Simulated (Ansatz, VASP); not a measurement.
## Cross-check of NbB2 between VASP and Ansatz

Wanted: the spread between two codes on one cell, functional and k mesh. The cell is taken from a series of VASP runs on this material, whose earlier steps may have relaxed, scaled or displaced it; both programs get it as it stands.

Program: Ansatz 0.2.0. Level of theory: plane waves, with VASP 6.6.1 beside it; single point at PBEsol. Results are calculated unless marked as measured.

**1. Starting point**

The structure is hexagonal, space group P6/mmm (No. 191). Conventional cell: a = 3.087 Å, b = 3.087 Å, c = 3.306 Å, α = 90.00°, β = 90.00°, γ = 120.00°. Nearest to Nb lie 12 B at 2.43 Å. Nearest to B lie 3 B at 1.78 Å and 6 Nb at 2.43 Å. Farther neighbours are not listed.

**2. VASP: single point, PBEsol**

With cell and atoms fixed, the geometry can't cause a difference; cores, projectors, grids and the points listed under the comparison can.

Lines of VASP's logs that name or quote its potential files are left out, and so is its time.

File INCAR:

```
SYSTEM = NbB2
PREC = Accurate
ENCUT = 420
EDIFF = 1E-06
NELM = 100
ISMEAR = 0
SIGMA = 0.05
LREAL = .FALSE.
ALGO = Normal
GGA = PS
NBANDS = 15
LASPH = .TRUE.
LORBIT = 11
LWAVE = .FALSE.
LCHARG = .TRUE.
ISIF = 2
LELF = .TRUE.
LVHAR = .TRUE.
```

File POSCAR:

```
NbB2
1.0
    3.0869409239      0.0000000000      0.0000000000
   -1.5434704619      2.6733692601      0.0000000000
    0.0000000000      0.0000000000      3.3056034464
Nb B
1 2
Direct
    0.0000000000      0.0000000000      0.0000000000
    0.3333333333      0.6666666667      0.5000000000
    0.6666666667      0.3333333333      0.5000000000
```

File KPOINTS:

```
Automatic mesh
0
Gamma
8 8 7
0 0 0
```

Potentials, in the order of the species: Nb_sv and B (PBE family, release 64).

Run with:

```bash
$ mpirun -np 2 vasp_std
```

Numbers of over 12 decimals in the logs are rounded to 6 here.

The program printed:

```text
[banner, memory and clock lines left out]
running    2 mpi-ranks, on    1 nodes
 distrk:  each k-point on    2 cores,    1 groups
 distr:  one band on    1 cores,    2 groups

 POSCAR found type information on POSCAR NbB
 POSCAR found :  2 types and       3 ions
|                                                                             |
|               ----> ADVICE to this user running VASP <----                  |
|                                                                             |
|     You enforced a specific xc type in the INCAR file but a different       |
|     [... a line on the potential file left out ...]
|     I HOPE YOU KNOW WHAT YOU ARE DOING!                                     |
|                                                                             |

 LDA part: xc-table for (Slater+PW92), standard interpolation
|                                                                             |
|           W    W    AA    RRRRR   N    N  II  N    N   GGGG   !!!           |
|           W    W   A  A   R    R  NN   N  II  NN   N  G    G  !!!           |
|           W    W  A    A  R    R  N N  N  II  N N  N  G       !!!           |
|           W WW W  AAAAAA  RRRRR   N  N N  II  N  N N  G  GGG   !            |
|           WW  WW  A    A  R   R   N   NN  II  N   NN  G    G                |
|           W    W  A    A  R    R  N    N  II  N    N   GGGG   !!!           |
|                                                                             |
|     The number of bands has been changed from the values supplied in        |
|     The orbitals not found in the WAVECAR file will be initialized with     |
|     random numbers, which is usually adequate. For correlated               |
|     calculations, however, you should redo the groundstate calculation.     |
|     I found NBANDS = 15. Now, NBANDS = 16.                                  |
|                                                                             |

 POSCAR, INCAR and KPOINTS ok, starting setup
 FFT: planning ... GRIDC
 FFT: planning ... GRID_SOFT
 FFT: planning ... GRID
 WAVECAR not read
 entering main loop
       N       E                     dE             d eps       ncg     rms          rms(c)
DAV:   1     0.110694545894E+03    0.11069E+03   -0.87973E+03  1288   0.995E+02
DAV:   2    -0.262205273810E+02   -0.13692E+03   -0.13304E+03  1656   0.347E+02
DAV:   3    -0.305336872342E+02   -0.43132E+01   -0.41944E+01  1992   0.528E+01
DAV:   4    -0.306673423345E+02   -0.13366E+00   -0.13361E+00  1680   0.829E+00
DAV:   5    -0.306709350085E+02   -0.35927E-02   -0.35923E-02  1968   0.114E+00    0.123E+01
DAV:   6    -0.273842779968E+02    0.32867E+01   -0.11669E+01  1976   0.252E+01    0.309E+00
DAV:   7    -0.274040141924E+02   -0.19736E-01   -0.47310E-01  1568   0.537E+00    0.204E+00
DAV:   8    -0.274019073761E+02    0.21068E-02   -0.52826E-02  2160   0.188E+00    0.340E-01
DAV:   9    -0.274014002510E+02    0.50713E-03   -0.89558E-03  1920   0.724E-01    0.147E-01
DAV:  10    -0.274011700222E+02    0.23023E-03   -0.97256E-04  1768   0.292E-01    0.466E-02
DAV:  11    -0.274011739353E+02   -0.39131E-05   -0.52595E-05  1704   0.757E-02    0.192E-02
DAV:  12    -0.274011685571E+02    0.53782E-05   -0.19618E-05  1896   0.322E-02    0.257E-03
DAV:  13    -0.274011685809E+02   -0.23807E-07   -0.93435E-07  1008   0.840E-03
   1 F= -.27401169E+02 E0= -.27399856E+02  d E =-.262605E-02
```

From OUTCAR (step 2):

```text
ion  position               nearest neighbor table
   1  0.000  0.000  0.000-   2 2.43   3 2.43   2 2.43   3 2.43   2 2.43   2 2.43   3 2.43   3 2.43
                             3 2.43   3 2.43   2 2.43   2 2.43
   2  0.333  0.667  0.500-   3 1.78   3 1.78   3 1.78   1 2.43   1 2.43   1 2.43   1 2.43   1 2.43
                             1 2.43
   3  0.667  0.333  0.500-   2 1.78   2 1.78   2 1.78   1 2.43   1 2.43   1 2.43   1 2.43   1 2.43
                             1 2.43

  LATTYP: Found a hexagonal cell.
 ALAT       =     3.0869409239
 C/A-ratio  =     1.0708346962

 Subroutine GETGRP returns: Found 24 space group operations
 (whereof 24 operations were pure point group operations)

The static configuration has the point symmetry D_6h.

 Found     40 irreducible k-points:

   k-points           NKPTS =     40   k-points in BZ     NKDIM =     40   number of bands    NBANDS=     16

   dimension x,y,z NGX =    24 NGY =   24 NGZ =   24
   dimension x,y,z NGXF=    48 NGYF=   48 NGZF=   48

   ENCUT  =  420.0 eV  30.87 Ry    5.56 a.u.   5.16  5.16  5.52*2*pi/ulx,y,z

   NELECT =      19.0000    total number of electrons

 k-points in reciprocal lattice and weights: Automatic mesh
   0.00000000  0.00000000  0.00000000       0.002
   0.12500000 -0.00000000  0.00000000       0.013
   0.25000000 -0.00000000  0.00000000       0.013
   0.37500000  0.00000000  0.00000000       0.013
   0.50000000 -0.00000000  0.00000000       0.007
   0.12500000  0.12500000  0.00000000       0.013
   0.25000000  0.12500000  0.00000000       0.027
   0.37500000  0.12500000  0.00000000       0.027
   0.25000000  0.25000000  0.00000000       0.013
[...]
0.25000000  0.25000000  0.42857143       0.027
   0.37500000  0.25000000  0.42857143       0.027

 average (electrostatic) potential at core
       1 -76.5035       2 -20.7800       3 -20.7800

 E-fermi :  12.6561

 k-point     1 :       0.0000    0.0000    0.0000
  band No.  band energies     occupation
    ...
      5      -1.7213      2.00000
      6       8.2696      2.00000
      7       8.2832      2.00000
      8       8.2832      2.00000
      9       9.4641      2.00000
     10      13.9151      0.00000
     11      13.9151      0.00000
     12      15.8170      0.00000
     13      15.8170      0.00000
     14      16.9571      0.00000
    ...

 k-point     2 :       0.1250   -0.0000    0.0000
  band No.  band energies     occupation
    ...
      5      -1.3999      2.00000
      6       7.5243      2.00000
      7       8.3710      2.00000
      8       8.5021      2.00000
      9       8.9731      2.00000
     10      13.7581      0.00000
     11      14.4094      0.00000
     12      14.6223      0.00000
     13      14.8194      0.00000
     14      18.0392      0.00000
    ...

 k-point     3 :       0.2500   -0.0000    0.0000
  band No.  band energies     occupation
    ...
      5      -0.5080      2.00000
      6       5.9433      2.00000
      7       8.1489      2.00000
      8       8.4726      2.00000
      9       8.7445      2.00000
     10      13.4074      0.00000
     11      13.5505      0.00000
     12      14.4209      0.00000
     13      15.3143      0.00000
     14      18.6730      0.00000
    ...

  Total       -0.0104130     -0.0104130      0.0027334     -0.0000000      0.0000000      0.0000000
  in kB       -0.6115754     -0.6115754      0.1605391     -0.0000000      0.0000000      0.0000000
  external PRESSURE =      -0.3542039 kB  Pullay stress =       0.0000000 kB

  energy-cutoff  :      420.00
  volume of cell :       27.28
      direct lattice vectors                 reciprocal lattice vectors
     3.086940924  0.000000000  0.000000000     0.323945299  0.187029905  0.000000000
    -1.543470462  2.673369260  0.000000000     0.000000000  0.374059811  0.000000000
     0.000000000  0.000000000  3.305603446     0.000000000  0.000000000  0.302516626

 POSITION                                       TOTAL-FORCE (eV/Angst)
 -----------------------------------------------------------------------------------
      0.00000      0.00000      0.00000         0.000000      0.000000      0.000000
     -0.00000      1.78225      1.65280         0.000000     -0.000000      0.000000
      1.54347      0.89112      1.65280        -0.000000      0.000000      0.000000
 -----------------------------------------------------------------------------------
    total drift:                               -0.000000      0.000000      0.000000

  FREE ENERGIE OF THE ION-ELECTRON SYSTEM (eV)
  ---------------------------------------------------
  free  energy   TOTEN  =       -27.4011685809 eV

  energy  without entropy=      -27.3985425265  energy(sigma->0) =      -27.39985555

 total charge
# of ion       s       p       d       tot
------------------------------------------
    1        2.152   6.058   2.582  10.792
    2        0.667   1.306   0.000   1.973
    3        0.667   1.306   0.000   1.973
--------------------------------------------------
tot          3.485   8.670   2.582  14.738

[... 3 further parts left out ...]
```

This run has no spin polarisation. Its electron count is odd, so without a moment it is a metal by construction.

**3. Ansatz: single point, PBEsol**

Ansatz runs on its default PAW (the set named soft_2) files.

The same cell, functional, mesh and smearing now go to Ansatz, which takes its cutoff from its data sets.

File input.yaml:

```yaml
crystal:
  lattice:
    - [3.0869409239, 0.0, 0.0]
    - [-1.5434704619, 2.6733692601, 0.0]
    - [0.0, 0.0, 3.3056034464]
  atoms:
    - { symbol: Nb, position: [0.0, 0.0, 0.0] }
    - { symbol: B, position: [0.3333333333, 0.6666666667, 0.5] }
    - { symbol: B, position: [0.6666666667, 0.3333333333, 0.5] }
hamiltonian:
  xc: pbesol
  pseudopotentials: { kind: paw }
kpoints:
  mp_grid: { grid: [8, 8, 7] }
scf:
  occupations: { method: gaussian, width: 0.05 }
  n_extra_bands: 4
output:
  forces: true
  stress: true
  eigenvalues: true
  write_density: true
  write_potential: true
  elf: true
  volumetric_format: npy
```

Run with:

```bash
$ ansatz run input.yaml --threads 2 --pin off --max-ram 4608MiB --backend cpu --events-out ev --progress --plain --runs-dir out
```

The program printed:

```text
scf.n_extra_bands = 4 over 10 filled bands (N_el = 19.0): the run solves 14 bands
Engine: ansatz 0.2.0, aarch64-unknown-linux-gnu
Pseudopotentials: kind: paw
Pseudopotential: Nb, paw, valence charge 13, recommended cutoff 420 eV (normal), Nb.paw.azcp
Pseudopotential: B, paw, valence charge 3, recommended cutoff 420 eV (normal), B.paw.azcp
Functional definition: PBEsol
  exchange = pbesol_x
  correlation = pbesol_c
Crystal: 3 atoms, lattice volume = 27.280 Å³
Basis set: ecut = 420 eV, 551 PW (Γ), exchange–correlation on 48×48×48 points (8 copies of the dense FFT grid, shifted against one another)
Bands: 14, of which v1, the nominal top of the filled ones, is band 10 counted from 1 (9 counted from 0)
Symmetry: 24 space group operations
Space group: P6/mmm (ITA 191), of the structure as read, at distance tolerance 3.0e-5 Å
k-points: 40 of 448
Non-local potential: Nb, projectors of the file, l = 0: 3, l = 1: 2, l = 2: 2, l = 3: 1
Non-local potential: B, projectors of the file, l = 0: 2, l = 1: 2, l = 2: 1
PAW form: soft (Blöchl's): semilocal exchange-correlation on the pseudo side does not see the compensation charge
PAW frozen core: Nb, regenerated for the run's functional, and the local potential with it (the file was generated under x = pbe(κ = 0.804, μ = 0.219515), c = pbe(β = 0.066725))
PAW frozen core: B, regenerated for the run's functional, and the local potential with it (the file was generated under x = pbe(κ = 0.804, μ = 0.219515), c = pbe(β = 0.066725))
PAW one-centre angular grid: Nb, 590 points (default); XC on 64 Gauss nodes
PAW one-centre angular grid: B, 110 points (default); XC on 64 Gauss nodes
Initial density: superposition of atomic densities (neutral atoms: chi_scale 0, normalization atom), corrected by the library's trained network
Initial wavefunctions: pseudopotential atomic-orbital guess
Functional: x = pbesol(κ = 0.804, μ = 0.123457), c = pbesol(β = 0.046)
SCF iter   1: F=—  HF=-4803.153847 eV  |F-HF|=—  |Δ(HF+E_count)|=         —  Δρ=4.68e-3  dr2=7.59e-3  ethr=1.77e-3  ⟨swp⟩=5.8  Hψ=3042  notcnv=0
preconditioner: auto → none  [metal: Δε(μ)=0.009 eV  Ē_g=9.450 eV  σ=0.050 eV  W_gap=0.11  n_scr=8 (ndim 8)  ℏωp=23.6 eV  f_vac=0.000  D(μ)=1.94/eV (n_scr^D=20)  sad-step TF]
SCF iter   2: F=—  HF=-4803.152637 eV  |F-HF|=—  |Δ(HF+E_count)|=   1.21e-3  Δρ=3.22e-3  dr2=4.39e-3  ethr=4.00e-5  ⟨swp⟩=1.1  Hψ=897  notcnv=0
SCF iter   3: F=—  HF=-4803.151513 eV  |F-HF|=—  |Δ(HF+E_count)|=   1.12e-3  Δρ=7.65e-4  dr2=8.90e-5  ethr=2.31e-5  ⟨swp⟩=2.0  Hψ=735  notcnv=0
SCF iter   4: F=—  HF=-4803.151480 eV  |F-HF|=—  |Δ(HF+E_count)|=   3.29e-5  Δρ=1.85e-4  dr2=3.57e-6  ethr=4.68e-7  ⟨swp⟩=2.0  Hψ=914  notcnv=0
SCF iter   5: F=—  HF=-4803.151480 eV  |F-HF|=—  |Δ(HF+E_count)|=   1.76e-7  Δρ=3.66e-5  dr2=2.47e-7  ethr=1.88e-8  ⟨swp⟩=2.5  Hψ=893  notcnv=0
SCF iter   6: F=-4803.151480 eV  HF=-4803.151480 eV  |F-HF|=1.44e-8  |Δ(HF+E_count)|=   1.05e-7  Δρ=1.19e-5  dr2=1.99e-8  ethr=5.26e-10  ⟨swp⟩=8.9  Hψ=3171  notcnv=0
SCF 1 converged in 6 iterations: F = -4803.151480 eV  dr2 = 1.99e-8
  greatest PAW one-centre occupation: 0.998 electrons in one spin orbital (limit 2), on the Nb atom at site 0 (counted from 0), in its partial waves of l = 0
SCF converged after 6 iterations
Free energy (F): -4803.151480 eV
Harris-Foulkes:  -4803.151480 eV  (|F-HF|=1.44e-8)
Internal energy: -4803.148840 eV  (E = F + TS)
E sigma→0 (E₀):  -4803.150160 eV
Entropy (-TS):   -0.002639 eV (-0.880 meV/atom)
Fermi energy:    18.668453 eV
--- Per-component energies (eV) ---
  E_band       = -15.360963
  E_kinetic    = 498.711430
  E_local      = -700.530063  (includes V_loc(G=0)·N_el)
  E_nonlocal   = 142.391292
  E_hartree    = 225.471023
  E_xc         = -241.756103
  E_vxc        = -293.079464  (∫ρ·V_xc dr)
  E_paw        = -3168.500667  (= ΣΔE_a)
  E_vpaw       = -113.793117  (= ΣTr[D̂ρ^β])
  E_aug_tail   = 0.000004  (compensation charges beyond the density's cutoff)
  E_ewald      = -1559.153887
  E_core_change = 0.218131  (= ΣΔE_core)
  E_smearing   = -0.002639  (= −TS)
  E_closure    = 0.000000  (closes the sum)
  Σ components = -4803.151480   (vs F -4803.151480, Δ=0.00e0)
--- Forces (eV/Å), atoms counted from 1 ---
  atom   1  Nb     0.00000000     0.00000000     0.00000000
  atom   2  B     -0.00000000    -0.00000000    -0.00000000
  atom   3  B      0.00000000     0.00000000     0.00000000
  max |Σ_I F_I| component: 5.55e-17 eV/Å
--- Stress (GPa, compression-positive) ---
        0.211136       0.000000      -0.000000
        0.000000       0.211136      -0.000000
       -0.000000      -0.000000       0.523744
  P = ⅓ Tr σ = 0.3153 GPa (3.153 kbar)
--- Band table (eV; the first three rows and the last of 40) ---
  k-point 0: bands = [... 6 lower, 14.2958, 14.2958, 15.4831, 19.9273, 19.9273, 21.8239, 21.8239, 22.9697]
  k-point 1: bands = [... 6 lower, 14.5266, 14.5266, 16.4071, 18.9069, 18.9069, 21.1299, 21.1299, 23.0638]
  k-point 2: bands = [... 6 lower, 15.2074, 15.2074, 17.6457, 17.6457, 17.8151, 19.5844, 19.5844, 22.9999]
  k-point 39: bands = [... 6 lower, 12.3094, 13.9680, 14.5537, 20.8126, 22.5854, 22.8740, 23.9584, 24.2253]
```

Wall time 3.3 s (2 threads of Arm Neoverse N1, shared host); peak memory 0.28 GiB.

The run ends at a pressure of 0.32 GPa.

**4. Side by side**

Known differences besides the potentials themselves: Ansatz makes its cores anew for this functional, VASP keeps those of its PBE data sets. Total energies have different zeros and are not compared.

Compared:

```
                                        quantity  Ansatz   VASP  difference
                                  pressure (GPa)    0.32  -0.04       +0.35
pressure without Ansatz's Pulay correction (GPa)    0.12  -0.04       +0.16
```

Ansatz's pressure holds a Pulay correction of 0.19 GPa; VASP's holds none.

**5. Results**

```json
{
  "difference in pressure (single point, PBEsol)": "0.35 GPa"
}
```

What this shows: The difference in pressure is 0.35 GPa (single point, PBEsol), within the 1 GPa picked in this series as the mark of a large difference. Such differences can come from data sets, numerical settings and the points named under the comparisons, not from the functional's error against experiment.

[Lines on the potential files, build, host, timing and source positions are cut from VASP's logs without a mark.]

[Logs are printed without paths, hosts, clocks, repeated set-up lines and the standing remarks that a program may print on its own settings, such as how far it seeks lower states.]

[Hosts, paths, dates, database ids (printed as entryN), source tags and the programs' standing remarks are cut or masked in the printed files.]
